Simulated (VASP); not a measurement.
# CoSi2: convergence with the smearing and plane-wave cutoff, part 3 of 4

Aim: find what the smearing and plane-wave cutoff change for CoSi2, and what they cost. The series runs use r2SCAN. The start is a cell from a database of measured crystal structures.

VASP 6.6.1; r2SCAN, spin-polarised from a ferromagnetic start (one magnetic atom a cell); plane waves and PAW (Co, Si).

Still holding for the runs below: The k-mesh is coarse for a metal.

So far. Step 11 (Smearing: ISMEAR = 1, SIGMA = 0.5): Against the run before the energy at zero width moves by -0.92 meV an atom and the pressure by -0.14 GPa, after 15 cycles in 77 s. The entropy term T·S comes to 7.80 meV an atom in size. Step 12 (Smearing: ISMEAR = -5): Against the first of the series the energy at zero width moves by +0.71 meV an atom and the pressure by +0.04 GPa, after 17 cycles in 75 s.

The database entry behind the starting cell differs from later determinations by our own check (0.1 to 0.3 % short, probably kX units), so it need not match the best structure at ambient conditions.

## (14) Plane-wave cutoff: ENCUT = 160

This step: r2SCAN, spin-polarised from a ferromagnetic start (one magnetic atom a cell); plane waves and PAW (Co, Si) (VASP 6.6.1).

The basis grows with ENCUT, and energy and stress both move with it.

File INCAR:

```
SYSTEM = CoSi2
PREC = Accurate
ENCUT = 160
EDIFF = 1E-06
NELM = 100
ISMEAR = -1
SIGMA = 0.05
LREAL = .FALSE.
ALGO = Normal
METAGGA = R2SCAN
LASPH = .TRUE.
NBANDS = 18
ISPIN = 2
MAGMOM = 2 0 0
LMAXMIX = 4
LORBIT = 11
LWAVE = .FALSE.
LCHARG = .FALSE.
KPAR = 4
ISIF = 2
```

File POSCAR:

```
CoSi2
1.0
    0.0000000000      2.6780000000      2.6780000000
    2.6780000000      0.0000000000      2.6780000000
    2.6780000000      2.6780000000      0.0000000000
Co Si
1 2
Direct
    0.0000000000      0.0000000000      0.0000000000
    0.2500000000      0.2500000000      0.2500000000
    0.7500000000      0.7500000000      0.7500000000
```

File KPOINTS:

```
Automatic mesh
0
Gamma
7 7 7
0 0 0
```

PAW data sets: Co and Si (PBE family, release 64).

Command:

```
$ mpirun -np 4 vasp_std
```

The program printed:

```text
[... set-up lines as in an earlier step ...]
 entering main loop
       N       E                     dE             d eps       ncg     rms          rms(c)
DAV:   1    -0.224842063988E+01   -0.22484E+01   -0.33959E+03  1672   0.316E+02
DAV:   2    -0.347197656567E+02   -0.32471E+02   -0.29874E+02  1656   0.927E+01
DAV:   3    -0.353116546223E+02   -0.59189E+00   -0.58731E+00  1640   0.124E+01
DAV:   4    -0.353131498513E+02   -0.14952E-02   -0.14950E-02  1672   0.678E-01
DAV:   5    -0.353131552567E+02   -0.54054E-05   -0.54065E-05  1610   0.395E-02    0.293E+01
DAV:   6    -0.376187521511E+02   -0.23056E+01   -0.40239E+01  1508   0.758E+01    0.198E+01
DAV:   7    -0.291411998099E+02    0.84776E+01   -0.12637E+01  1498   0.455E+01    0.671E+00
DAV:   8    -0.294931692839E+02   -0.35197E+00   -0.27303E+00  1578   0.158E+01    0.644E+00
DAV:   9    -0.291506956911E+02    0.34247E+00   -0.99764E-01  1486   0.109E+01    0.102E+00
DAV:  10    -0.291604101918E+02   -0.97145E-02   -0.22172E-02  1552   0.896E-01    0.725E-01
DAV:  11    -0.291582595778E+02    0.21506E-02   -0.16087E-02  1570   0.140E+00    0.280E-01
DAV:  12    -0.291579287044E+02    0.33087E-03   -0.12230E-03  1528   0.312E-01    0.990E-02
DAV:  13    -0.291577750995E+02    0.15360E-03   -0.27571E-04  1600   0.154E-01    0.514E-02
DAV:  14    -0.291577879562E+02   -0.12857E-04   -0.49867E-05  1534   0.463E-02    0.277E-02
DAV:  15    -0.291577841127E+02    0.38436E-05   -0.44088E-06  1606   0.183E-02    0.103E-02
DAV:  16    -0.291577808689E+02    0.32437E-05   -0.15997E-06   988   0.113E-02    0.277E-03
DAV:  17    -0.291577792801E+02    0.15889E-05   -0.34185E-07   752   0.407E-03    0.137E-03
DAV:  18    -0.291577787738E+02    0.50631E-06   -0.60569E-08   752   0.229E-03
   1 F= -.29157779E+02 E0= -.29153789E+02  d E =-.797945E-02  mag=     0.0000
```

Elapsed: 23 s, on 4 MPI ranks of AMD EPYC 7R43, shared host; peak memory 0.37 GiB.

From OUTCAR (step 14):

```text
   ENCUT  =  160.0 eV  11.76 Ry    3.43 a.u.   3.91  3.91  3.91*2*pi/ulx,y,z

   NELECT =      17.0000    total number of electrons

 E-fermi :   9.9082

 spin component 1
 k-point     1 :       0.0000    0.0000    0.0000
  band No.  band energies     occupation
    ...
      2       5.5738      1.00000
      3       5.5738      1.00000
      4       5.5738      1.00000
      5       7.5653      1.00000
      6       7.5653      1.00000
      7      11.1868      0.00000
      8      13.6841      0.00000
      9      13.6841      0.00000
     10      13.6841      0.00000
     11      13.7655      0.00000
    ...

 k-point     2 :       0.1429    0.0000    0.0000
  band No.  band energies     occupation
    ...
      2       4.8541      1.00000
      3       5.6445      1.00000
      4       5.6445      1.00000
      5       7.4821      1.00000
      6       7.4821      1.00000
      7      10.5179      0.00001
      8      12.0896      0.00000
      9      12.2848      0.00000
     10      12.2848      0.00000
     11      14.7270      0.00000
    ...

  Total      -31.7049998    -31.7049998    -31.7049998     -0.0000000      0.0000000      0.0000000
  in kB    -1322.4419680  -1322.4419680  -1322.4419680     -0.0000000      0.0000000      0.0000000
  external PRESSURE =   -1322.4419680 kB  Pullay stress =       0.0000000 kB

 POSITION                                       TOTAL-FORCE (eV/Angst)
 -----------------------------------------------------------------------------------
      0.00000      0.00000      0.00000        -0.000000     -0.000000     -0.000000
      1.33900      1.33900      1.33900        -0.000000     -0.000000     -0.000000
      4.01700      4.01700      4.01700         0.000000      0.000000      0.000000
 -----------------------------------------------------------------------------------
    total drift:                                0.000000     -0.000000     -0.000000

  FREE ENERGIE OF THE ION-ELECTRON SYSTEM (eV)
  ---------------------------------------------------
  free  energy   TOTEN  =       -29.1577787738 eV

  energy  without entropy=      -29.1497993197  energy(sigma->0) =      -29.15378905

 magnetization (x)
# of ion       s       p       d       tot
------------------------------------------
    1        0.000   0.000   0.000   0.000
    2       -0.000  -0.000   0.000  -0.000
    3       -0.000  -0.000   0.000  -0.000
--------------------------------------------------
tot          0.000   0.000   0.000   0.000

[... 5 parts as in an earlier step ...]

[... 16 further parts left out ...]
```

This step gave:

| Quantity | Value |
| --- | --- |
| electronic steps | 18 |
| free energy (TOTEN) | -29.16 eV |
| energy at zero smearing | -29.15 eV |
| Fermi energy | 9.908 eV |
| pressure | -132.2 GPa |

The series starts at -9.7179 eV an atom and -132.24 GPa, after 18 cycles in 23 s.

## (15) Plane-wave cutoff: ENCUT = 200

INCAR, as its differences from that of step 14:

```diff
@@ -2,3 +2,3 @@
 PREC = Accurate
-ENCUT = 160
+ENCUT = 200
 EDIFF = 1E-06
```

POSCAR is that of step 14.

KPOINTS is that of step 14.

Command:

```
$ mpirun -np 4 vasp_std
```

The program printed:

```text
[... set-up lines as in an earlier step ...]
 entering main loop
       N       E                     dE             d eps       ncg     rms          rms(c)
DAV:   1     0.107144714653E+02    0.10714E+02   -0.38795E+03  1560   0.402E+02
DAV:   2    -0.341784450106E+02   -0.44893E+02   -0.40799E+02  1566   0.115E+02
DAV:   3    -0.353903845369E+02   -0.12119E+01   -0.11979E+01  1730   0.198E+01
DAV:   4    -0.353967015997E+02   -0.63171E-02   -0.63153E-02  1612   0.152E+00
[...]
DAV:  13    -0.315659641897E+02   -0.12087E-04   -0.79218E-05  1542   0.789E-02    0.196E-02
DAV:  14    -0.315659585315E+02    0.56582E-05   -0.68369E-06  1634   0.247E-02    0.772E-03
DAV:  15    -0.315659588748E+02   -0.34329E-06   -0.87801E-07   860   0.872E-03
   1 F= -.31565959E+02 E0= -.31561938E+02  d E =-.804234E-02  mag=    -0.0002
```

Run time: 28 s. Hardware: 4 MPI ranks; peak memory 0.35 GiB; 1.8 min of CPU time.

OUTCAR, selected parts (step 15):

```text
  Total       -8.4168773     -8.4168773     -8.4168773     -0.0000000      0.0000000      0.0000000
  in kB     -351.0749675   -351.0749675   -351.0749675     -0.0000000      0.0000000      0.0000000
  external PRESSURE =    -351.0749675 kB  Pullay stress =       0.0000000 kB

 POSITION                                       TOTAL-FORCE (eV/Angst)
 -----------------------------------------------------------------------------------
      0.00000      0.00000      0.00000        -0.000000     -0.000000     -0.000000
      1.33900      1.33900      1.33900         0.000000      0.000000      0.000000
      4.01700      4.01700      4.01700        -0.000000     -0.000000      0.000000
 -----------------------------------------------------------------------------------
    total drift:                                0.000000      0.000000     -0.000000

  FREE ENERGIE OF THE ION-ELECTRON SYSTEM (eV)
  ---------------------------------------------------
  free  energy   TOTEN  =       -31.5659588748 eV

  energy  without entropy=      -31.5579165346  energy(sigma->0) =      -31.56193770

 magnetization (x)
# of ion       s       p       d       tot
------------------------------------------
    1       -0.000  -0.000   0.000   0.000
    2       -0.000  -0.000   0.000  -0.000
    3       -0.000  -0.000   0.000  -0.000
--------------------------------------------------
tot         -0.000  -0.000   0.000   0.000

[... 1 part as in an earlier step ...]

[... 2 further parts left out ...]
[key lines of the parts left out:]
E-fermi :  10.0058
```

Against the run before the energy moves by -802.72 meV an atom and the pressure by +97.14 GPa, after 15 cycles in 28 s.

## (16) Plane-wave cutoff: ENCUT = 240

INCAR, as its differences from that of step 15:

```diff
@@ -2,3 +2,3 @@
 PREC = Accurate
-ENCUT = 200
+ENCUT = 240
 EDIFF = 1E-06
```

POSCAR is that of step 15.

KPOINTS is that of step 15.

Command:

```
$ mpirun -np 4 vasp_std
```

The program printed:

```text
[... set-up lines as in an earlier step ...]
 entering main loop
       N       E                     dE             d eps       ncg     rms          rms(c)
DAV:   1     0.169545427925E+02    0.16955E+02   -0.43936E+03  1576   0.482E+02
DAV:   2    -0.336989059975E+02   -0.50653E+02   -0.45323E+02  1588   0.128E+02
DAV:   3    -0.352853945348E+02   -0.15865E+01   -0.15691E+01  1752   0.251E+01
DAV:   4    -0.352995011558E+02   -0.14107E-01   -0.14100E-01  1662   0.241E+00
[...]
DAV:  13    -0.319157521055E+02   -0.27097E-04   -0.11206E-04  1578   0.957E-02    0.289E-02
DAV:  14    -0.319157432182E+02    0.88873E-05   -0.67911E-06  1624   0.205E-02    0.109E-02
DAV:  15    -0.319157431733E+02    0.44875E-07   -0.11630E-06  1026   0.143E-02
   1 F= -.31915743E+02 E0= -.31911717E+02  d E =-.805268E-02  mag=    -0.0000
```

It took 34 s on 4 MPI ranks; peak memory 0.39 GiB; 2.1 min of CPU time.

Parts of OUTCAR (step 16):

```text
  Total       -2.5007529     -2.5007529     -2.5007529     -0.0000000      0.0000000      0.0000000
  in kB     -104.3084884   -104.3084884   -104.3084884     -0.0000000      0.0000000      0.0000000
  external PRESSURE =    -104.3084884 kB  Pullay stress =       0.0000000 kB

 POSITION                                       TOTAL-FORCE (eV/Angst)
 -----------------------------------------------------------------------------------
      0.00000      0.00000      0.00000         0.000000      0.000000      0.000000
      1.33900      1.33900      1.33900         0.000000      0.000000      0.000000
      4.01700      4.01700      4.01700        -0.000000     -0.000000     -0.000000
 -----------------------------------------------------------------------------------
    total drift:                               -0.000000     -0.000000      0.000000

  FREE ENERGIE OF THE ION-ELECTRON SYSTEM (eV)
  ---------------------------------------------------
  free  energy   TOTEN  =       -31.9157431733 eV

  energy  without entropy=      -31.9076904887  energy(sigma->0) =      -31.91171683

[... 2 parts as in an earlier step ...]

[... 2 further parts left out ...]
[key lines of the parts left out:]
E-fermi :  10.0374
```

Against the run before the energy moves by -116.59 meV an atom and the pressure by +24.68 GPa, after 15 cycles in 34 s.

## (17) Plane-wave cutoff: ENCUT = 270

INCAR, as its differences from that of step 16:

```diff
@@ -2,3 +2,3 @@
 PREC = Accurate
-ENCUT = 240
+ENCUT = 270
 EDIFF = 1E-06
```

POSCAR is that of step 16.

KPOINTS is that of step 16.

Command:

```
$ mpirun -np 4 vasp_std
```

The program printed:

```text
[... set-up lines as in an earlier step ...]
 entering main loop
       N       E                     dE             d eps       ncg     rms          rms(c)
DAV:   1     0.261809037934E+02    0.26181E+02   -0.45365E+03  1488   0.534E+02
DAV:   2    -0.332252403455E+02   -0.59406E+02   -0.52998E+02  1550   0.143E+02
DAV:   3    -0.352676610895E+02   -0.20424E+01   -0.20084E+01  1774   0.297E+01
DAV:   4    -0.352936606943E+02   -0.26000E-01   -0.25976E-01  1682   0.332E+00
[...]
DAV:  13    -0.319832440330E+02   -0.24590E-04   -0.12383E-04  1590   0.106E-01    0.279E-02
DAV:  14    -0.319832408429E+02    0.31902E-05   -0.72339E-06  1664   0.178E-02    0.120E-02
DAV:  15    -0.319832408006E+02    0.42223E-07   -0.12419E-06   976   0.160E-02
   1 F= -.31983241E+02 E0= -.31979227E+02  d E =-.802828E-02  mag=    -0.0001
```

Wall time 30 s (4 MPI ranks); peak memory 0.39 GiB.

From OUTCAR (step 17):

```text
  Total       -1.3596133     -1.3596133     -1.3596133      0.0000000      0.0000000     -0.0000000
  in kB      -56.7106051    -56.7106051    -56.7106051      0.0000000      0.0000000     -0.0000000
  external PRESSURE =     -56.7106051 kB  Pullay stress =       0.0000000 kB

 POSITION                                       TOTAL-FORCE (eV/Angst)
 -----------------------------------------------------------------------------------
      0.00000      0.00000      0.00000        -0.000000      0.000000     -0.000000
      1.33900      1.33900      1.33900         0.000000     -0.000000     -0.000000
      4.01700      4.01700      4.01700        -0.000000      0.000000      0.000000
 -----------------------------------------------------------------------------------
    total drift:                               -0.000000     -0.000000      0.000000

  FREE ENERGIE OF THE ION-ELECTRON SYSTEM (eV)
  ---------------------------------------------------
  free  energy   TOTEN  =       -31.9832408006 eV

  energy  without entropy=      -31.9752125160  energy(sigma->0) =      -31.97922666

[... 2 parts as in an earlier step ...]

[... 2 further parts left out ...]
[key lines of the parts left out:]
E-fermi :  10.0419
```

Against the run before the energy moves by -22.50 meV an atom and the pressure by +4.76 GPa, after 15 cycles in 30 s.

## (18) Plane-wave cutoff: ENCUT = 310

INCAR, as its differences from that of step 17:

```diff
@@ -2,3 +2,3 @@
 PREC = Accurate
-ENCUT = 270
+ENCUT = 310
 EDIFF = 1E-06
```

POSCAR is that of step 17.

KPOINTS is that of step 17.

Command:

```
$ mpirun -np 4 vasp_std
```

The program printed:

```text
[... set-up lines as in an earlier step ...]
 entering main loop
       N       E                     dE             d eps       ncg     rms          rms(c)
DAV:   1     0.333594543060E+02    0.33359E+02   -0.48664E+03  1480   0.603E+02
DAV:   2    -0.326990177892E+02   -0.66058E+02   -0.58868E+02  1592   0.156E+02
DAV:   3    -0.352773982275E+02   -0.25784E+01   -0.25300E+01  1826   0.339E+01
DAV:   4    -0.353139669526E+02   -0.36569E-01   -0.36527E-01  1716   0.398E+00
[...]
DAV:  13    -0.320041790932E+02   -0.24239E-04   -0.13181E-04  1642   0.119E-01    0.246E-02
DAV:  14    -0.320041760913E+02    0.30019E-05   -0.78785E-06  1696   0.198E-02    0.120E-02
DAV:  15    -0.320041759643E+02    0.12692E-06   -0.11251E-06   914   0.156E-02
   1 F= -.32004176E+02 E0= -.32000147E+02  d E =-.805762E-02  mag=    -0.0002
```

Wall time 44 s (4 MPI ranks); peak memory 0.47 GiB; 2.8 min of CPU time.

Parts of OUTCAR (step 18):

```text
  Total       -1.1370028     -1.1370028     -1.1370028      0.0000000      0.0000000     -0.0000000
  in kB      -47.4253361    -47.4253361    -47.4253361      0.0000000      0.0000000     -0.0000000
  external PRESSURE =     -47.4253361 kB  Pullay stress =       0.0000000 kB

 POSITION                                       TOTAL-FORCE (eV/Angst)
 -----------------------------------------------------------------------------------
      0.00000      0.00000      0.00000         0.000000     -0.000000      0.000000
      1.33900      1.33900      1.33900        -0.000000     -0.000000     -0.000000
      4.01700      4.01700      4.01700         0.000000      0.000000      0.000000
 -----------------------------------------------------------------------------------
    total drift:                               -0.000000      0.000000      0.000000

  FREE ENERGIE OF THE ION-ELECTRON SYSTEM (eV)
  ---------------------------------------------------
  free  energy   TOTEN  =       -32.0041759643 eV

  energy  without entropy=      -31.9961183490  energy(sigma->0) =      -32.00014716

[... 2 parts as in an earlier step ...]

[... 2 further parts left out ...]
[key lines of the parts left out:]
E-fermi :  10.0391
```

Against the run before the energy moves by -6.97 meV an atom and the pressure by +0.93 GPa, after 15 cycles in 44 s.

## (19) Plane-wave cutoff: ENCUT = 350

INCAR, as its differences from that of step 18:

```diff
@@ -2,3 +2,3 @@
 PREC = Accurate
-ENCUT = 310
+ENCUT = 350
 EDIFF = 1E-06
```

POSCAR is that of step 18.

KPOINTS is that of step 18.

Command:

```
$ mpirun -np 4 vasp_std
```

The program printed:

```text
[... set-up lines as in an earlier step ...]
 entering main loop
       N       E                     dE             d eps       ncg     rms          rms(c)
DAV:   1     0.375526249648E+02    0.37553E+02   -0.52831E+03  1456   0.677E+02
DAV:   2    -0.323901038193E+02   -0.69943E+02   -0.61679E+02  1556   0.164E+02
DAV:   3    -0.352864442913E+02   -0.28963E+01   -0.28426E+01  1802   0.378E+01
DAV:   4    -0.353311348857E+02   -0.44691E-01   -0.44642E-01  1718   0.446E+00
[...]
DAV:  13    -0.320086713977E+02   -0.23217E-04   -0.13254E-04  1646   0.123E-01    0.256E-02
DAV:  14    -0.320086689135E+02    0.24843E-05   -0.81603E-06  1678   0.197E-02    0.117E-02
DAV:  15    -0.320086689375E+02   -0.24008E-07   -0.11193E-06   920   0.158E-02
   1 F= -.32008669E+02 E0= -.32004639E+02  d E =-.805973E-02  mag=    -0.0002
```

Wall time 47 s (4 MPI ranks); peak memory 0.46 GiB.

OUTCAR, selected parts (step 19):

```text
  Total       -1.1545724     -1.1545724     -1.1545724      0.0000000      0.0000000     -0.0000000
  in kB      -48.1581763    -48.1581763    -48.1581763      0.0000000      0.0000000     -0.0000000
  external PRESSURE =     -48.1581763 kB  Pullay stress =       0.0000000 kB

 POSITION                                       TOTAL-FORCE (eV/Angst)
 -----------------------------------------------------------------------------------
      0.00000      0.00000      0.00000        -0.000000     -0.000000     -0.000000
      1.33900      1.33900      1.33900        -0.000000     -0.000000     -0.000000
      4.01700      4.01700      4.01700         0.000000      0.000000      0.000000
 -----------------------------------------------------------------------------------
    total drift:                               -0.000000      0.000000      0.000000

  FREE ENERGIE OF THE ION-ELECTRON SYSTEM (eV)
  ---------------------------------------------------
  free  energy   TOTEN  =       -32.0086689375 eV

  energy  without entropy=      -32.0006092041  energy(sigma->0) =      -32.00463907

[... 2 parts as in an earlier step ...]

[... 2 further parts left out ...]
[key lines of the parts left out:]
E-fermi :  10.0362
```

Against the run before the energy moves by -1.50 meV an atom and the pressure by -0.07 GPa, after 15 cycles in 47 s.

## (20) Plane-wave cutoff: ENCUT = 430

INCAR, as its differences from that of step 19:

```diff
@@ -2,3 +2,3 @@
 PREC = Accurate
-ENCUT = 350
+ENCUT = 430
 EDIFF = 1E-06
```

POSCAR is that of step 19.

KPOINTS is that of step 19.

Command:

```
$ mpirun -np 4 vasp_std
```

The program printed:

```text
[... set-up lines as in an earlier step ...]
 entering main loop
       N       E                     dE             d eps       ncg     rms          rms(c)
DAV:   1     0.446972133665E+02    0.44697E+02   -0.60348E+03  1456   0.796E+02
DAV:   2    -0.316582207088E+02   -0.76355E+02   -0.67406E+02  1522   0.181E+02
DAV:   3    -0.352802411772E+02   -0.36220E+01   -0.35203E+01  1820   0.445E+01
DAV:   4    -0.353423621847E+02   -0.62121E-01   -0.61996E-01  1736   0.521E+00
[...]
DAV:  13    -0.320110186564E+02   -0.22610E-04   -0.13242E-04  1654   0.124E-01    0.256E-02
DAV:  14    -0.320110158971E+02    0.27593E-05   -0.83931E-06  1702   0.202E-02    0.117E-02
DAV:  15    -0.320110159142E+02   -0.17165E-07   -0.10746E-06   868   0.157E-02
   1 F= -.32011016E+02 E0= -.32006983E+02  d E =-.806516E-02  mag=    -0.0002
```

Wall time 67 s (4 MPI ranks); peak memory 0.59 GiB.

[end of part 3 of 4]

[Lines on the potential files, build, host, timing and source positions are cut from VASP's logs without a mark.]

[Logs are printed without paths, hosts, clocks, repeated set-up lines and the standing remarks that a program may print on its own settings, such as how far it seeks lower states.]

[Hosts, paths, dates, database ids (printed as entryN), source tags and the programs' standing remarks are cut or masked in the printed files.]

[A measured line is paired with the nearest computed mode of its activity, which favours agreement.]
